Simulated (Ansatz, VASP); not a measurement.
# Cross-check of Ni (Ni(111)) between VASP and Ansatz

Wanted: the spread between two codes on one cell, functional and k mesh. The cell is taken from a series of runs on this material, whose earlier steps may have relaxed, scaled, displaced or heated it; both programs get it as it stands.

Main program and level: Ansatz 0.2.0; plane waves, with VASP 6.6.1 beside it; PBE.

## Step 1: Set-up

The cell holds 5 atoms: 5 Ni. Its edges and angles: a = 2.489 Å, b = 2.489 Å, c = 26.129 Å, α = 90.0°, β = 90.0°, γ = 60.0°. Vacuum lies along c.

## Step 2: Ansatz: single point, PBE, pair 1

Ansatz runs on its default PAW (the set named soft_2) files.

With cell and atoms fixed, the geometry can't cause a difference; cores, projectors, grids and the points listed under the comparison can.

File input.yaml:

```yaml
crystal:
  lattice:
    - [2.4890158698, 0.0, 0.0]
    - [1.2445079349, 2.1555509736, 0.0]
    - [0.0, 0.0, 26.1290917902]
  atoms:
    - { symbol: Ni, position: [0.6666666667, 0.6666666667, 0.3444436597], spin: 0.7 }
    - { symbol: Ni, position: [0.0, 0.0, 0.4222218298], spin: 0.7 }
    - { symbol: Ni, position: [0.3333333333, 0.3333333333, 0.5], spin: 0.7 }
    - { symbol: Ni, position: [0.6666666667, 0.6666666667, 0.5777781702], spin: 0.7 }
    - { symbol: Ni, position: [0.0, 0.0, 0.6555563403], spin: 0.7 }
magnetization:
  spin_polarized: true
kpoints:
  mp_grid: { grid: [19, 19, 1] }
hamiltonian:
  xc: pbe
scf:
  occupations: { method: fermi_dirac, width: 0.1 }
  convergence: { dr2_threshold: 1.0e-09 }
efield:
  axis: 3
  dipole_correction: true
  ramp_position: 0.97
  ramp_width: 0.06
output:
  write_potential: true
  write_density: true
  volumetric_format: npy
```

Started as:

```bash
$ ansatz run input.yaml --threads 4 --pin off --max-ram 6144MiB --backend cpu --events-out ev --progress --plain --runs-dir out
```

Numbers of over 12 decimals in the logs are rounded to 6 here.

Log:

```text
Engine: ansatz 0.2.0, aarch64-unknown-linux-gnu
Pseudopotentials: kind: paw
Pseudopotential: Ni, paw, valence charge 18, recommended cutoff 420 eV (normal), Ni.paw.azcp
Functional definition: PBE
  parameter kappa = 0.804
  parameter beta = 0.066725
  exchange = pbe_x(kappa = kappa, mu = beta*pi^2/3)
  correlation = pbe_c(beta = beta)
Crystal: 5 atoms, lattice volume = 140.188 Å³
Basis set: ecut = 420 eV, 2625 PW (Γ)
Bands: 57, of which v1, the nominal top of the filled ones, is band 45 counted from 1 (44 counted from 0)
Symmetry: 6 space group operations
k-points: 40 of 361 (time reversal used)
Non-local potential: Ni, projectors of the file, l = 0: 3, l = 1: 2, l = 2: 3, l = 3: 1
PAW form: soft (Blöchl's): semilocal exchange-correlation on the pseudo side does not see the compensation charge
PAW one-centre angular grid: Ni, 590 points (default); XC on 64 Gauss nodes
Initial density: superposition of atomic densities (neutral atoms: chi_scale 0, normalization atom)
Starting moments: Σ|m| = 3.5 μB on 5 of 5 sites
Initial wavefunctions: pseudopotential atomic-orbital guess
Functional: x = pbe(κ = 0.804, μ = 0.219515), c = pbe(β = 0.066725)
SCF iter   1: F=—  HF=-29193.046636 eV  |F-HF|=—  |Δ(HF+E_count)|=         —  Δρ=4.21e-2 (↑1.69e-2 ↓4.21e-2)  dr2=3.46e0  dr2_m=8.78e-1  M=4.166 μB ∫|m|=4.418 μB  β_m=1.00  ethr=3.10e-3  p=0.000 e·Å  D=6.88e-15 V/Å  ΔV_dip=-0.00 eV  dr2_dipole=2.32e-8  V_vac-E_F(+/−)=7.23/7.23 eV  ⟨swp⟩=10.0  Hψ=22400  notcnv=0  defer=100
Mixer restart at iter 1: flushing history
efield: sawtooth ramp at fractional position 0.9700 (set: `efield.ramp_position`, or a place that a band, a saddle search or an elastic batch's reference lends), width 0.0600; the density the first Hamiltonian is built on has a dipole p = 0.000 e·Å; the dipole correction subtracts the counter field D = 6.88e-15 V/Å, which shifts the + side's vacuum level by -0.00 eV against the − side's; the planar-averaged density in the ramp window peaks in size at 1.5e-6 e/Å³
preconditioner: auto → LDOS  [metal: Δε(μ)=0.016 eV  Ē_g=7.745 eV  σ=0.100 eV  W_gap=0.04  n_scr=20 (ndim 8)  ℏωp=22.2 eV  f_vac=0.561  D(μ)=8.90/eV (n_scr^D=118)]
spin=Collinear: LDOS preconditioning applied to the charge; magnetization (m = ρ↑ − ρ↓) channel mixes plain (no charge-response kernel on spin).
SCF iter   2: F=—  HF=-29193.391558 eV  |F-HF|=—  |Δ(HF+E_count)|=   3.45e-1  Δρ=1.24e-2 (↑1.11e-2 ↓1.24e-2)  dr2=5.64e-1  dr2_m=9.33e-3  M=3.924 μB ∫|m|=4.364 μB  β_m=0.30  ethr=3.10e-3  p=-0.000 e·Å  D=-1.33e-5 V/Å  ΔV_dip=0.00 eV  dr2_dipole=7.23e-9  V_vac-E_F(+/−)=6.42/6.42 eV  ⟨swp⟩=2.4  Hψ=7672  notcnv=0  defer=176
density mixer auto → msr1: a metal under ldos (density of states about μ 3.57 of a free-electron gas's, 20 screened modes)
SCF iter   3: F=—  HF=-29195.045831 eV  |F-HF|=—  |Δ(HF+E_count)|=    1.65e0  Δρ=8.65e-3 (↑4.99e-3 ↓8.65e-3)  dr2=1.63e-1  dr2_m=1.52e-2  M=3.832 μB ∫|m|=4.278 μB  β_m=0.50  ethr=6.27e-4  p=-0.000 e·Å  D=-5.47e-6 V/Å  ΔV_dip=0.00 eV  dr2_dipole=6.45e-10  V_vac-E_F(+/−)=6.02/6.02 eV  ⟨swp⟩=2.7  Hψ=7382  notcnv=0  defer=180
SCF iter   4: F=—  HF=-29196.939923 eV  |F-HF|=—  |Δ(HF+E_count)|=    1.89e0  Δρ=1.16e-2 (↑3.80e-3 ↓1.16e-2)  dr2=1.86e-1  dr2_m=2.89e-2  M=3.555 μB ∫|m|=4.028 μB  β_m=0.73  ethr=1.81e-4  p=0.000 e·Å  D=7.17e-7 V/Å  ΔV_dip=-0.00 eV  dr2_dipole=9.41e-10  V_vac-E_F(+/−)=5.47/5.47 eV  ⟨swp⟩=3.0  Hψ=9115  notcnv=0  defer=171
SCF iter   5: F=—  HF=-29197.418088 eV  |F-HF|=—  |Δ(HF+E_count)|=   4.78e-1  Δρ=4.72e-3 (↑2.18e-3 ↓4.72e-3)  dr2=4.32e-2  dr2_m=3.47e-3  M=3.386 μB ∫|m|=3.855 μB  β_m=0.86  ethr=1.81e-4  p=0.000 e·Å  D=1.77e-6 V/Å  ΔV_dip=-0.00 eV  dr2_dipole=1.60e-9  V_vac-E_F(+/−)=5.20/5.20 eV  ⟨swp⟩=3.0  Hψ=8072  notcnv=0  defer=174
SCF iter   6: F=—  HF=-29197.449868 eV  |F-HF|=—  |Δ(HF+E_count)|=   3.18e-2  Δρ=4.19e-3 (↑2.42e-3 ↓4.19e-3)  dr2=3.92e-2  dr2_m=2.68e-3  M=3.339 μB ∫|m|=3.814 μB  β_m=0.73  ethr=4.80e-5  p=0.000 e·Å  D=1.92e-6 V/Å  ΔV_dip=-0.00 eV  dr2_dipole=2.17e-10  V_vac-E_F(+/−)=5.17/5.17 eV  ⟨swp⟩=2.7  Hψ=9547  notcnv=0  defer=212
SCF iter   7: F=—  HF=-29197.445243 eV  |F-HF|=—  |Δ(HF+E_count)|=   4.63e-3  Δρ=1.33e-3 (↑4.41e-4 ↓1.33e-3)  dr2=2.42e-3  dr2_m=3.54e-4  M=3.326 μB ∫|m|=3.802 μB  β_m=0.66  ethr=4.36e-5  p=0.000 e·Å  D=1.34e-6 V/Å  ΔV_dip=-0.00 eV  dr2_dipole=1.09e-11  V_vac-E_F(+/−)=5.10/5.11 eV  ⟨swp⟩=2.0  Hψ=7393  notcnv=0  defer=206
SCF iter   8: F=—  HF=-29197.445024 eV  |F-HF|=—  |Δ(HF+E_count)|=   2.19e-4  Δρ=4.27e-4 (↑4.27e-4 ↓4.12e-4)  dr2=3.92e-4  dr2_m=8.30e-5  M=3.321 μB ∫|m|=3.799 μB  β_m=0.72  ethr=2.68e-6  p=0.000 e·Å  D=5.35e-7 V/Å  ΔV_dip=-0.00 eV  dr2_dipole=4.40e-12  V_vac-E_F(+/−)=5.07/5.07 eV  ⟨swp⟩=3.0  Hψ=9094  notcnv=0  defer=211
SCF iter   9: F=—  HF=-29197.445074 eV  |F-HF|=—  |Δ(HF+E_count)|=   5.06e-5  Δρ=1.98e-4 (↑3.76e-5 ↓1.98e-4)  dr2=5.49e-5  dr2_m=1.10e-5  M=3.323 μB ∫|m|=3.802 μB  β_m=0.73  ethr=4.35e-7  p=0.000 e·Å  D=2.62e-7 V/Å  ΔV_dip=-0.00 eV  dr2_dipole=7.59e-12  V_vac-E_F(+/−)=5.08/5.08 eV  ⟨swp⟩=2.4  Hψ=7187  notcnv=0  defer=211
SCF iter  10: F=—  HF=-29197.445073 eV  |F-HF|=—  |Δ(HF+E_count)|=   1.30e-6  Δρ=7.77e-5 (↑4.49e-5 ↓7.77e-5)  dr2=1.64e-5  dr2_m=1.51e-6  M=3.322 μB ∫|m|=3.803 μB  β_m=0.61  ethr=6.10e-8  p=0.000 e·Å  D=1.23e-7 V/Å  ΔV_dip=-0.00 eV  dr2_dipole=3.70e-12  V_vac-E_F(+/−)=5.07/5.07 eV  ⟨swp⟩=2.1  Hψ=6452  notcnv=0  defer=210
SCF iter  11: F=—  HF=-29197.445072 eV  |F-HF|=—  |Δ(HF+E_count)|=   1.02e-6  Δρ=5.03e-5 (↑2.92e-5 ↓5.03e-5)  dr2=5.02e-6  dr2_m=2.81e-7  M=3.322 μB ∫|m|=3.803 μB  β_m=0.49  ethr=1.82e-8  p=0.000 e·Å  D=2.77e-8 V/Å  ΔV_dip=-0.00 eV  dr2_dipole=4.15e-13  V_vac-E_F(+/−)=5.07/5.07 eV  ⟨swp⟩=2.6  Hψ=8725  notcnv=0  defer=210
SCF iter  12: F=—  HF=-29197.445071 eV  |F-HF|=—  |Δ(HF+E_count)|=   1.09e-6  Δρ=1.07e-5 (↑1.07e-5 ↓9.66e-6)  dr2=7.80e-8  dr2_m=1.02e-7  M=3.322 μB ∫|m|=3.803 μB  β_m=0.68  ethr=5.57e-9  p=0.000 e·Å  D=2.28e-9 V/Å  ΔV_dip=-0.00 eV  dr2_dipole=5.88e-15  V_vac-E_F(+/−)=5.07/5.07 eV  ⟨swp⟩=2.0  Hψ=6328  notcnv=0  defer=210
SCF iter  13: F=—  HF=-29197.445071 eV  |F-HF|=—  |Δ(HF+E_count)|=   6.54e-8  Δρ=5.76e-6 (↑3.81e-6 ↓5.76e-6)  dr2=4.35e-8  dr2_m=1.23e-8  M=3.322 μB ∫|m|=3.804 μB  β_m=0.84  ethr=8.66e-11  p=0.000 e·Å  D=2.76e-8 V/Å  ΔV_dip=-0.00 eV  dr2_dipole=1.33e-12  V_vac-E_F(+/−)=5.07/5.07 eV  ⟨swp⟩=2.6  Hψ=8199  notcnv=0  defer=210
SCF iter  14: F=—  HF=-29197.445071 eV  |F-HF|=—  |Δ(HF+E_count)|=   5.58e-9  Δρ=2.59e-6 (↑1.43e-6 ↓2.59e-6)  dr2=8.82e-9  dr2_m=1.61e-9  M=3.322 μB ∫|m|=3.804 μB  β_m=0.76  ethr=4.84e-11  p=-0.000 e·Å  D=-1.39e-7 V/Å  ΔV_dip=0.00 eV  dr2_dipole=1.86e-11  V_vac-E_F(+/−)=5.07/5.07 eV  ⟨swp⟩=2.3  Hψ=6912  notcnv=0  defer=210
SCF iter  15: F=—  HF=-29197.445071 eV  |F-HF|=—  |Δ(HF+E_count)|=  7.71e-10  Δρ=1.42e-6 (↑8.52e-7 ↓1.42e-6)  dr2=3.97e-9  dr2_m=3.36e-10  M=3.322 μB ∫|m|=3.804 μB  β_m=0.62  ethr=9.80e-12  p=0.000 e·Å  D=2.79e-7 V/Å  ΔV_dip=-0.00 eV  dr2_dipole=4.32e-11  V_vac-E_F(+/−)=5.07/5.07 eV  ⟨swp⟩=2.6  Hψ=8828  notcnv=0  defer=210
SCF iter  16: F=—  HF=-29197.445071 eV  |F-HF|=—  |Δ(HF+E_count)|=  4.51e-10  Δρ=5.46e-7 (↑3.45e-7 ↓5.46e-7)  dr2=5.26e-10  dr2_m=5.04e-11  M=3.322 μB ∫|m|=3.804 μB  β_m=0.58  ethr=4.41e-12  p=-0.000 e·Å  D=-1.47e-7 V/Å  ΔV_dip=0.00 eV  dr2_dipole=5.39e-12  V_vac-E_F(+/−)=5.07/5.07 eV  ⟨swp⟩=2.1  Hψ=6780  notcnv=0  defer=210
SCF iter  17: F=-29197.445071 eV  HF=-29197.445071 eV  |F-HF|=9.93e-10  |Δ(HF+E_count)|=  1.38e-10  Δρ=5.73e-7 (↑2.46e-7 ↓5.73e-7)  dr2=9.56e-10  dr2_m=4.17e-11  M=3.322 μB ∫|m|=3.804 μB  ethr=1.00e-12  p=0.000 e·Å  D=9.74e-8 V/Å  ΔV_dip=-0.00 eV  dr2_dipole=1.80e-10  V_vac-E_F(+/−)=5.07/5.07 eV  ⟨swp⟩=11.4  Hψ=18502  notcnv=0
SCF 1 converged in 17 iterations: F = -29197.445071 eV  dr2 = 9.56e-10
  greatest PAW one-centre occupation: 1.001 electrons in one spin orbital (limit 2), on the Ni atom at site 4 (counted from 0), in its partial waves of l = 1
WARN: The output density's exchange-correlation potential varies sharply where the density is thin. Do not read a vacuum level from v_tot or v_xc, or from such a field of the output density. On a cell that repeats whose density bears no net charge and no dipole along the vacuum's axis use v_es (v_loc + v_h of the components); under efield.dipole_correction with no amplitude use v_es + v_field, which holds any externa [...]
SCF converged after 17 iterations
Magnetization: 3.3224 μB (46.6612 up, 43.3388 down)
Absolute magnetization: 3.8075 μB (∫|ρ↑−ρ↓|, with the PAW one-centre terms)
Spin contamination: 0.0469 ħ² per cell (⟨S²⟩ above its minimum at these occupations)
Per-site moments (μB) at R_I (Å): [(0.714830, 1.026719), (0.708949, 1.026719), (0.675239, 1.026719), (0.708951, 1.026719), (0.714833, 1.026719)]
Free energy (F): -29197.445071 eV
Harris-Foulkes:  -29197.445071 eV  (|F-HF|=9.93e-10)
Internal energy: -29197.157617 eV  (E = F + TS)
E sigma→0 (E₀):  -29197.301344 eV
Entropy (-TS):   -0.287454 eV (-57.491 meV/atom)
Fermi energy:    4.006712 eV
Dipole field:    D = 0.000022 V/Å  (p = 0.000017 e·Å, saw-weighted, corrected)
Work function:   Φ+ = 5.0687 eV   Φ− = 5.0692 eV
Levels:          The Fermi level and band energies are counted from a zero that moves with the ramp; work functions are not
--- Per-component energies (eV) ---
  E_band       = -2685.706370
  E_kinetic    = 1407.839713
  E_local      = -243776.038497  (includes V_loc(G=0)·N_el)
  E_nonlocal   = 3183.195076
  E_hartree    = 119837.610831
  E_xc         = -420.935689
  E_vxc        = -542.509087  (∫ρ·V_xc dr)
  E_paw        = -8152.641830  (= ΣΔE_a)
  E_vpaw       = -2633.419180  (= ΣTr[D̂ρ^β])
  E_aug_tail   = 0.002689  (compensation charges beyond the density's cutoff)
  E_efield     = 0.000000  (sawtooth field / dipole correction)
  E_vefield    = 0.000000  (∫n·V_field dr)
  E_ewald      = 98723.810091
  E_smearing   = -0.287454  (= −TS)
  E_closure    = -0.000000  (closes the sum)
  Σ components = -29197.445071   (vs F -29197.445071, Δ=0.00e0)
--- Band table (eV; the first three rows and the last of 80) ---
  k-point 0 ↑: bands = [... 41 lower, 2.7494, 2.7494, 2.9876, 2.9876, 3.2634, 3.2634, 3.3736, 3.3736, ... 8 higher]
  k-point 1 ↑: bands = [... 41 lower, 2.7707, 2.7785, 2.9464, 2.9894, 3.0547, 3.1719, 3.2635, 3.3756, ... 8 higher]
  k-point 2 ↑: bands = [... 41 lower, 2.6774, 2.6919, 2.7788, 2.8822, 2.9940, 3.2634, 3.3811, 3.4012, ... 8 higher]
  k-point 39 ↓: bands = [... 41 lower, 4.0146, 4.0858, 4.0883, 4.1563, 8.2040, 8.7156, 9.3613, 9.6403, ... 8 higher]
```

[end of part 1 of 3]

[Lines on the potential files, build, host, timing and source positions are cut from VASP's logs without a mark.]

[Logs are printed without paths, hosts, clocks, repeated set-up lines and the standing remarks that a program may print on its own settings, such as how far it seeks lower states.]

[Hosts, paths, dates, database ids (printed as entryN), source tags and the programs' standing remarks are cut or masked in the printed files.]
